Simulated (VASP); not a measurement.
# BeNi: accuracy against cost in the SCF threshold and plane-wave cutoff, part 2 of 3

Aim: find how far the SCF threshold and plane-wave cutoff must be pushed for BeNi, and what that costs. The series runs use PBEsol. The start is a computed cell from the Materials Project.

VASP 6.6.1; PBEsol, spin-polarised from a ferromagnetic start (one magnetic atom a cell); plane waves and PAW (Be, Ni).

Still holding for the runs below: The k-mesh is coarse for a metal.

So far. Step 6 (SCF threshold: EDIFF = 1E-06): Against the run before the energy stays within 0.01 meV an atom; the pressure moves by -0.05 GPa, after 13 cycles in 18 s.

## (7) SCF threshold: EDIFF = 1E-08

INCAR

```
SYSTEM = BeNi
PREC = Accurate
ENCUT = 400
EDIFF = 1E-08
NELM = 100
ISMEAR = -1
SIGMA = 0.05
LREAL = .FALSE.
ALGO = Normal
GGA = PS
NBANDS = 14
ISPIN = 2
MAGMOM = 0 1
LASPH = .TRUE.
LMAXMIX = 4
LORBIT = 11
LWAVE = .FALSE.
LCHARG = .FALSE.
KPAR = 2
ISIF = 2
```

POSCAR

```
BeNi
1.0
    2.5869995900      0.0000000000      0.0000000000
    0.0000000000      2.5869995900      0.0000000000
    0.0000000000      0.0000000000      2.5869995900
Be Ni
1 1
Direct
    0.0000000000      0.0000000000      0.0000000000
    0.5000000000      0.5000000000      0.5000000000
```

KPOINTS

```
Automatic mesh
0
Gamma
9 9 9
0 0 0
```

The projector-augmented-wave data sets are Be and Ni (PBE family, release 64).

Launch:

```bash
mpirun -np 2 vasp_std
```

The log of the run:

```text
[... set-up lines as in an earlier step ...]
 entering main loop
       N       E                     dE             d eps       ncg     rms          rms(c)
[... 12 cycles as in an earlier step ...]
DAV:  13    -0.111155102537E+02    0.72145E-06   -0.17714E-06  2652   0.140E-02    0.652E-03
DAV:  14    -0.111155100704E+02    0.18324E-06   -0.24403E-07  2680   0.423E-03    0.220E-03
DAV:  15    -0.111155101000E+02   -0.29547E-07   -0.53707E-08  2020   0.290E-03    0.130E-03
DAV:  16    -0.111155101486E+02   -0.48671E-07   -0.67459E-08  1252   0.256E-03    0.200E-04
DAV:  17    -0.111155101515E+02   -0.28228E-08   -0.92640E-10  1010   0.280E-04
   1 F= -.11115510E+02 E0= -.11110780E+02  d E =-.946107E-02  mag=     0.0000
```

Elapsed: 27 s, on 2 MPI ranks of AMD EPYC 7R43, shared host; peak memory 0.17 GiB.

OUTCAR, selected parts (step 7):

```text
  Total       -0.1049766     -0.1049766     -0.1049766     -0.0000000     -0.0000000      0.0000000
  in kB       -9.7143597     -9.7143597     -9.7143597     -0.0000000     -0.0000000      0.0000000
  external PRESSURE =      -9.7143597 kB  Pullay stress =       0.0000000 kB

  FREE ENERGIE OF THE ION-ELECTRON SYSTEM (eV)
  ---------------------------------------------------
  free  energy   TOTEN  =       -11.1155101515 eV

  energy  without entropy=      -11.1060490802  energy(sigma->0) =      -11.11077962

 magnetization (x)
# of ion       s       p       d       tot
------------------------------------------
    1       -0.000   0.000   0.000  -0.000
    2        0.000  -0.000   0.000   0.000
--------------------------------------------------
tot          0.000  -0.000   0.000   0.000

[... 3 parts as in an earlier step ...]

[... 1 further part left out ...]
[key lines of the parts left out:]
E-fermi :   9.2392
```

Against the run before the energy stays within 0.01 meV an atom; the pressure moves by -0.04 GPa, after 17 cycles in 27 s.

## (8) The SCF threshold series as a table

This step: convergence of PBEsol results with the threshold; plane waves and PAW (VASP 6.6.1).

This step runs nothing: it gathers the runs above.

Differences are taken from the run with EDIFF = 1E-08. Results of the series, by row:

```csv
setting,status,energy less the reference (meV/atom),pressure (GPa),moment (μB),SCF cycles,wall time (s)
EDIFF = 0.01,converged,-0.05432,5.1,-0.01322,10,13.6
EDIFF = 0.001,converged,-0.06926,5.961,-0.01312,10,14.6
EDIFF = 1E-04,converged,-8.40e-4,-0.8751,-7.94e-4,12,16.2
EDIFF = 1E-05,converged,-8.90e-4,-0.8895,-7.21e-4,12,17
EDIFF = 1E-06,converged,-2.20e-4,-0.9363,7.28e-5,13,18
EDIFF = 1E-08,converged,0,-0.9714,-1.10e-6,17,27
```

## (9) Plane-wave cutoff: ENCUT = 160

This step: PBEsol, spin-polarised from a ferromagnetic start (one magnetic atom a cell); plane waves and PAW (Be, Ni) (VASP 6.6.1).

The basis grows with ENCUT, and energy and stress both move with it.

Changes to INCAR since step 7:

```diff
@@ -2,4 +2,4 @@
 PREC = Accurate
-ENCUT = 400
-EDIFF = 1E-08
+ENCUT = 160
+EDIFF = 1E-06
 NELM = 100
```

POSCAR is that of step 7.

KPOINTS is that of step 7.

Launch:

```bash
mpirun -np 2 vasp_std
```

The log of the run:

```text
[... set-up lines as in an earlier step ...]
 entering main loop
       N       E                     dE             d eps       ncg     rms          rms(c)
DAV:   1     0.595731676114E+01    0.59573E+01   -0.26365E+03  2094   0.340E+02
DAV:   2    -0.133715231948E+02   -0.19329E+02   -0.18123E+02  2350   0.825E+01
DAV:   3    -0.135283121507E+02   -0.15679E+00   -0.15674E+00  2182   0.747E+00
DAV:   4    -0.135283676212E+02   -0.55470E-04   -0.55468E-04  2302   0.146E-01
DAV:   5    -0.135283676996E+02   -0.78425E-07   -0.78614E-07  1784   0.510E-03    0.263E+01
DAV:   6    -0.128466621739E+02    0.68171E+00   -0.12370E+02  2032   0.813E+01    0.153E+01
DAV:   7    -0.780180918377E+01    0.50449E+01   -0.18928E+01  2056   0.322E+01    0.263E+00
DAV:   8    -0.773591701773E+01    0.65892E-01   -0.42961E-01  2116   0.427E+00    0.135E+00
DAV:   9    -0.772931359951E+01    0.66034E-02   -0.23983E-02  2146   0.120E+00    0.235E-01
DAV:  10    -0.772900907974E+01    0.30452E-03   -0.13544E-03  2086   0.248E-01    0.875E-02
DAV:  11    -0.772898494457E+01    0.24135E-04   -0.34532E-04  2236   0.126E-01    0.329E-02
DAV:  12    -0.772897705470E+01    0.78899E-05   -0.37041E-05  2014   0.393E-02    0.391E-03
DAV:  13    -0.772897704913E+01    0.55688E-08   -0.57090E-07  1204   0.455E-03
   1 F= -.77289770E+01 E0= -.77266143E+01  d E =-.472544E-02  mag=     0.0000
```

Run time: 9.8 s. Hardware: 2 MPI ranks; peak memory 0.15 GiB; 17 s of CPU time.

Parts of OUTCAR (step 9):

```text
   ENCUT  =  160.0 eV  11.76 Ry    3.43 a.u.   2.67  2.67  2.67*2*pi/ulx,y,z

   NELECT =      12.0000    total number of electrons

 E-fermi :   8.7984

 spin component 1
 k-point     1 :       0.0000    0.0000    0.0000
  band No.  band energies     occupation
    ...
      2       4.5278      1.00000
      3       4.5278      1.00000
      4       6.7582      1.00000
      5       6.7582      1.00000
      6       6.7582      1.00000
      7      16.1139      0.00000
      8      16.1139      0.00000
      9      16.1139      0.00000
     10      23.7470      0.00000
     11      23.7470      0.00000
    ...

 k-point     2 :       0.1111    0.0000    0.0000
  band No.  band energies     occupation
    ...
      2       4.5828      1.00000
      3       4.5906      1.00000
      4       6.6530      1.00000
      5       6.6530      1.00000
      6       6.7787      1.00000
      7      14.6616      0.00000
      8      16.5044      0.00000
      9      16.5044      0.00000
     10      23.8160      0.00000
     11      25.3018      0.00000
    ...

  Total      -34.1242263    -34.1242263    -34.1242263      0.0000000     -0.0000000      0.0000000
  in kB    -3157.7977891  -3157.7977891  -3157.7977891      0.0000000     -0.0000000      0.0000000
  external PRESSURE =   -3157.7977891 kB  Pullay stress =       0.0000000 kB

 POSITION                                       TOTAL-FORCE (eV/Angst)
 -----------------------------------------------------------------------------------
      0.00000      0.00000      0.00000         0.000000      0.000000      0.000000
      1.29350      1.29350      1.29350         0.000000      0.000000      0.000000
 -----------------------------------------------------------------------------------
    total drift:                                0.000000      0.000000     -0.000000

  FREE ENERGIE OF THE ION-ELECTRON SYSTEM (eV)
  ---------------------------------------------------
  free  energy   TOTEN  =        -7.7289770491 eV

  energy  without entropy=       -7.7242516138  energy(sigma->0) =       -7.72661433

 magnetization (x)
# of ion       s       p       d       tot
------------------------------------------
    1        0.000   0.000   0.000   0.000
    2       -0.000  -0.000   0.000   0.000
--------------------------------------------------
tot         -0.000  -0.000   0.000   0.000

[... 5 parts as in an earlier step ...]

[... 16 further parts left out ...]
```

This step gave:

```yaml
scf_cycles: 13
free_energy_toten: -7.729 eV
energy_at_zero_smearing: -7.727 eV
fermi_energy: 8.798 eV
pressure: -315.8 GPa
```

The series starts at -3.8633 eV an atom and -315.78 GPa, after 13 cycles in 9.8 s.

## (10) Plane-wave cutoff: ENCUT = 200

Changes to INCAR since step 9:

```diff
@@ -2,3 +2,3 @@
 PREC = Accurate
-ENCUT = 160
+ENCUT = 200
 EDIFF = 1E-06
```

POSCAR is that of step 9.

KPOINTS is that of step 9.

Launch:

```bash
mpirun -np 2 vasp_std
```

The log of the run:

```text
[... set-up lines as in an earlier step ...]
 entering main loop
       N       E                     dE             d eps       ncg     rms          rms(c)
DAV:   1     0.123826827022E+02    0.12383E+02   -0.32461E+03  2050   0.457E+02
DAV:   2    -0.135981436618E+02   -0.25981E+02   -0.24200E+02  2332   0.102E+02
DAV:   3    -0.139185780013E+02   -0.32043E+00   -0.32021E+00  2266   0.122E+01
DAV:   4    -0.139190283097E+02   -0.45031E-03   -0.45030E-03  2362   0.475E-01
[...]
DAV:  11    -0.106729483301E+02   -0.28338E-05   -0.38848E-05  2272   0.537E-02    0.349E-02
DAV:  12    -0.106729503153E+02   -0.19852E-05   -0.43161E-06  2156   0.201E-02    0.143E-02
DAV:  13    -0.106729495116E+02    0.80367E-06   -0.10301E-06  1034   0.101E-02
   1 F= -.10672950E+02 E0= -.10668746E+02  d E =-.840774E-02  mag=     0.0003
```

Wall time 9 s (2 MPI ranks); peak memory 0.15 GiB.

From OUTCAR (step 10):

```text
  Total       -8.1143319     -8.1143319     -8.1143319     -0.0000000     -0.0000000      0.0000000
  in kB     -750.8864581   -750.8864581   -750.8864581     -0.0000000     -0.0000000      0.0000000
  external PRESSURE =    -750.8864581 kB  Pullay stress =       0.0000000 kB

  FREE ENERGIE OF THE ION-ELECTRON SYSTEM (eV)
  ---------------------------------------------------
  free  energy   TOTEN  =       -10.6729495116 eV

  energy  without entropy=      -10.6645417690  energy(sigma->0) =      -10.66874564

 magnetization (x)
# of ion       s       p       d       tot
------------------------------------------
    1       -0.000  -0.000   0.000  -0.000
    2        0.000  -0.000   0.000   0.000
--------------------------------------------------
tot          0.000  -0.000   0.000   0.000

[... 2 parts as in an earlier step ...]

[... 2 further parts left out ...]
[key lines of the parts left out:]
E-fermi :   9.0250
```

Against the run before the energy moves by -1471.07 meV an atom and the pressure by +240.69 GPa, after 13 cycles in 9 s.

## (11) Plane-wave cutoff: ENCUT = 240

Changes to INCAR since step 10:

```diff
@@ -2,3 +2,3 @@
 PREC = Accurate
-ENCUT = 200
+ENCUT = 240
 EDIFF = 1E-06
```

POSCAR is that of step 10.

KPOINTS is that of step 10.

Launch:

```bash
mpirun -np 2 vasp_std
```

The log of the run:

```text
[... set-up lines as in an earlier step ...]
 entering main loop
       N       E                     dE             d eps       ncg     rms          rms(c)
DAV:   1     0.178004866420E+02    0.17800E+02   -0.35497E+03  2036   0.556E+02
DAV:   2    -0.133268448970E+02   -0.31127E+02   -0.28609E+02  2248   0.120E+02
DAV:   3    -0.138608086996E+02   -0.53396E+00   -0.53298E+00  2422   0.176E+01
DAV:   4    -0.138625993039E+02   -0.17906E-02   -0.17905E-02  2218   0.102E+00
[...]
DAV:  11    -0.110623046209E+02    0.83622E-04   -0.42849E-04  2362   0.198E-01    0.655E-02
DAV:  12    -0.110623032195E+02    0.14014E-05   -0.24863E-05  2328   0.413E-02    0.199E-02
DAV:  13    -0.110623028055E+02    0.41398E-06   -0.22045E-06  1362   0.127E-02
   1 F= -.11062303E+02 E0= -.11057625E+02  d E =-.935572E-02  mag=     0.0003
```

Run time: 11 s. Hardware: 2 MPI ranks; peak memory 0.15 GiB; 20 s of CPU time.

Parts of OUTCAR (step 11):

```text
  Total       -1.5932871     -1.5932871     -1.5932871     -0.0000000     -0.0000000      0.0000000
  in kB     -147.4400791   -147.4400791   -147.4400791     -0.0000000     -0.0000000      0.0000000
  external PRESSURE =    -147.4400791 kB  Pullay stress =       0.0000000 kB

  FREE ENERGIE OF THE ION-ELECTRON SYSTEM (eV)
  ---------------------------------------------------
  free  energy   TOTEN  =       -11.0623028055 eV

  energy  without entropy=      -11.0529470823  energy(sigma->0) =      -11.05762494

 magnetization (x)
# of ion       s       p       d       tot
------------------------------------------
    1       -0.000   0.000   0.000   0.000
    2        0.000  -0.000   0.000   0.000
--------------------------------------------------
tot         -0.000   0.000   0.000   0.000

[... 2 parts as in an earlier step ...]

[... 2 further parts left out ...]
[key lines of the parts left out:]
E-fermi :   9.1996
```

Against the run before the energy moves by -194.44 meV an atom and the pressure by +60.34 GPa, after 13 cycles in 11 s.

## (12) Plane-wave cutoff: ENCUT = 270

Changes to INCAR since step 11:

```diff
@@ -2,3 +2,3 @@
 PREC = Accurate
-ENCUT = 240
+ENCUT = 270
 EDIFF = 1E-06
```

POSCAR is that of step 11.

KPOINTS is that of step 11.

Launch:

```bash
mpirun -np 2 vasp_std
```

The log of the run:

```text
[... set-up lines as in an earlier step ...]
 entering main loop
       N       E                     dE             d eps       ncg     rms          rms(c)
DAV:   1     0.197348485535E+02    0.19735E+02   -0.38405E+03  2036   0.635E+02
DAV:   2    -0.131090239853E+02   -0.32844E+02   -0.30002E+02  2152   0.128E+02
DAV:   3    -0.138397189514E+02   -0.73069E+00   -0.72837E+00  2422   0.218E+01
DAV:   4    -0.138429435321E+02   -0.32246E-02   -0.32244E-02  2218   0.141E+00
[...]
DAV:  11    -0.111141292366E+02    0.11182E-03   -0.56756E-04  2454   0.243E-01    0.807E-02
DAV:  12    -0.111141279126E+02    0.13240E-05   -0.30540E-05  2338   0.473E-02    0.213E-02
DAV:  13    -0.111141275467E+02    0.36596E-06   -0.19231E-06  1522   0.129E-02
   1 F= -.11114128E+02 E0= -.11109398E+02  d E =-.945820E-02  mag=     0.0003
```

It took 11 s on 2 MPI ranks; peak memory 0.16 GiB.

OUTCAR, selected parts (step 12):

```text
  Total       -0.3313008     -0.3313008     -0.3313008     -0.0000000      0.0000000     -0.0000000
  in kB      -30.6580147    -30.6580147    -30.6580147     -0.0000000      0.0000000     -0.0000000
  external PRESSURE =     -30.6580147 kB  Pullay stress =       0.0000000 kB

  FREE ENERGIE OF THE ION-ELECTRON SYSTEM (eV)
  ---------------------------------------------------
  free  energy   TOTEN  =       -11.1141275467 eV

  energy  without entropy=      -11.1046693500  energy(sigma->0) =      -11.10939845

[... 3 parts as in an earlier step ...]

[... 2 further parts left out ...]
[key lines of the parts left out:]
E-fermi :   9.2374
```

Against the run before the energy moves by -25.89 meV an atom and the pressure by +11.68 GPa, after 13 cycles in 11 s.

## (13) Plane-wave cutoff: ENCUT = 310

Changes to INCAR since step 12:

```diff
@@ -2,3 +2,3 @@
 PREC = Accurate
-ENCUT = 270
+ENCUT = 310
 EDIFF = 1E-06
```

POSCAR is that of step 12.

KPOINTS is that of step 12.

Launch:

```bash
mpirun -np 2 vasp_std
```

The log of the run:

```text
[... set-up lines as in an earlier step ...]
 entering main loop
       N       E                     dE             d eps       ncg     rms          rms(c)
DAV:   1     0.240291595098E+02    0.24029E+02   -0.41527E+03  2032   0.710E+02
DAV:   2    -0.128863086023E+02   -0.36915E+02   -0.33653E+02  2242   0.141E+02
DAV:   3    -0.138354665165E+02   -0.94916E+00   -0.94580E+00  2452   0.263E+01
DAV:   4    -0.138412063778E+02   -0.57399E-02   -0.57393E-02  2248   0.195E+00
[...]
DAV:  11    -0.111242183490E+02    0.11695E-03   -0.60577E-04  2482   0.269E-01    0.907E-02
DAV:  12    -0.111242182015E+02    0.14746E-06   -0.28589E-05  2342   0.481E-02    0.234E-02
DAV:  13    -0.111242177624E+02    0.43914E-06   -0.20988E-06  1726   0.141E-02
   1 F= -.11124218E+02 E0= -.11119478E+02  d E =-.947956E-02  mag=     0.0003
```

Elapsed: 14 s, on 2 MPI ranks; peak memory 0.17 GiB.

OUTCAR, selected parts (step 13):

```text
  Total       -0.0654983     -0.0654983     -0.0654983      0.0000000      0.0000000      0.0000000
  in kB       -6.0611023     -6.0611023     -6.0611023      0.0000000      0.0000000      0.0000000
  external PRESSURE =      -6.0611023 kB  Pullay stress =       0.0000000 kB

 POSITION                                       TOTAL-FORCE (eV/Angst)
 -----------------------------------------------------------------------------------
      0.00000      0.00000      0.00000         0.000000      0.000000      0.000000
      1.29350      1.29350      1.29350         0.000000      0.000000      0.000000
 -----------------------------------------------------------------------------------
    total drift:                                0.000000      0.000000      0.000000

  FREE ENERGIE OF THE ION-ELECTRON SYSTEM (eV)
  ---------------------------------------------------
  free  energy   TOTEN  =       -11.1242177624 eV

  energy  without entropy=      -11.1147382070  energy(sigma->0) =      -11.11947798

 magnetization (x)
# of ion       s       p       d       tot
------------------------------------------
    1       -0.000   0.000   0.000  -0.000
    2       -0.000  -0.000   0.000   0.000
--------------------------------------------------
tot         -0.000  -0.000   0.000   0.000

[... 1 part as in an earlier step ...]

[... 2 further parts left out ...]
[key lines of the parts left out:]
E-fermi :   9.2454
```

Against the run before the energy moves by -5.04 meV an atom and the pressure by +2.46 GPa, after 13 cycles in 14 s.

## (14) Plane-wave cutoff: ENCUT = 350

Changes to INCAR since step 13:

```diff
@@ -2,3 +2,3 @@
 PREC = Accurate
-ENCUT = 310
+ENCUT = 350
 EDIFF = 1E-06
```

POSCAR is that of step 13.

KPOINTS is that of step 13.

Launch:

```bash
mpirun -np 2 vasp_std
```

The log of the run:

```text
[... set-up lines as in an earlier step ...]
 entering main loop
       N       E                     dE             d eps       ncg     rms          rms(c)
DAV:   1     0.282342994020E+02    0.28234E+02   -0.44843E+03  2060   0.779E+02
DAV:   2    -0.126581092157E+02   -0.40892E+02   -0.37088E+02  2116   0.155E+02
DAV:   3    -0.138364389362E+02   -0.11783E+01   -0.11674E+01  2482   0.301E+01
DAV:   4    -0.138438248017E+02   -0.73859E-02   -0.73845E-02  2244   0.223E+00
[...]
DAV:  11    -0.111201627819E+02    0.12555E-03   -0.64990E-04  2566   0.287E-01    0.925E-02
DAV:  12    -0.111201626638E+02    0.11808E-06   -0.30575E-05  2294   0.507E-02    0.231E-02
DAV:  13    -0.111201623262E+02    0.33762E-06   -0.18341E-06  1740   0.139E-02
   1 F= -.11120162E+02 E0= -.11115426E+02  d E =-.947361E-02  mag=     0.0003
```

Elapsed: 15 s, on 2 MPI ranks; peak memory 0.14 GiB; 27 s of CPU time.

OUTCAR, selected parts (step 14):

```text
  Total       -0.0962893     -0.0962893     -0.0962893      0.0000000     -0.0000000      0.0000000
  in kB       -8.9104479     -8.9104479     -8.9104479      0.0000000     -0.0000000      0.0000000
  external PRESSURE =      -8.9104479 kB  Pullay stress =       0.0000000 kB

  FREE ENERGIE OF THE ION-ELECTRON SYSTEM (eV)
  ---------------------------------------------------
  free  energy   TOTEN  =       -11.1201623262 eV

  energy  without entropy=      -11.1106887121  energy(sigma->0) =      -11.11542552

[... 3 parts as in an earlier step ...]

[... 2 further parts left out ...]
[key lines of the parts left out:]
E-fermi :   9.2429
```

Against the run before the energy moves by +2.03 meV an atom and the pressure by -0.28 GPa, after 13 cycles in 15 s.

## (15) Plane-wave cutoff: ENCUT = 430

Changes to INCAR since step 14:

```diff
@@ -2,3 +2,3 @@
 PREC = Accurate
-ENCUT = 350
+ENCUT = 430
 EDIFF = 1E-06
```

POSCAR is that of step 14.

KPOINTS is that of step 14.

Launch:

```bash
mpirun -np 2 vasp_std
```

The log of the run:

```text
[... set-up lines as in an earlier step ...]
 entering main loop
       N       E                     dE             d eps       ncg     rms          rms(c)
DAV:   1     0.304471879447E+02    0.30447E+02   -0.51221E+03  2024   0.913E+02
DAV:   2    -0.124030215301E+02   -0.42850E+02   -0.38762E+02  2092   0.166E+02
DAV:   3    -0.138367596755E+02   -0.14337E+01   -0.14244E+01  2548   0.340E+01
DAV:   4    -0.138469889419E+02   -0.10229E-01   -0.10227E-01  2258   0.267E+00
[...]
DAV:  11    -0.111145914222E+02    0.10123E-03   -0.53201E-04  2548   0.266E-01    0.924E-02
DAV:  12    -0.111145926512E+02   -0.12290E-05   -0.30079E-05  2376   0.534E-02    0.232E-02
DAV:  13    -0.111145918204E+02    0.83073E-06   -0.20544E-06  1682   0.149E-02
   1 F= -.11114592E+02 E0= -.11109863E+02  d E =-.945772E-02  mag=     0.0003
```

Wall time 18 s (2 MPI ranks); peak memory 0.18 GiB; 34 s of CPU time.

(Continued in part 3 of 3.)

[Lines on the potential files, build, host, timing and source positions are cut from VASP's logs without a mark.]

[Logs are printed without paths, hosts, clocks, repeated set-up lines and the standing remarks that a program may print on its own settings, such as how far it seeks lower states.]

[Hosts, paths, dates, database ids (printed as entryN), source tags and the programs' standing remarks are cut or masked in the printed files.]

[A measured line is paired with the nearest computed mode of its activity, which favours agreement.]
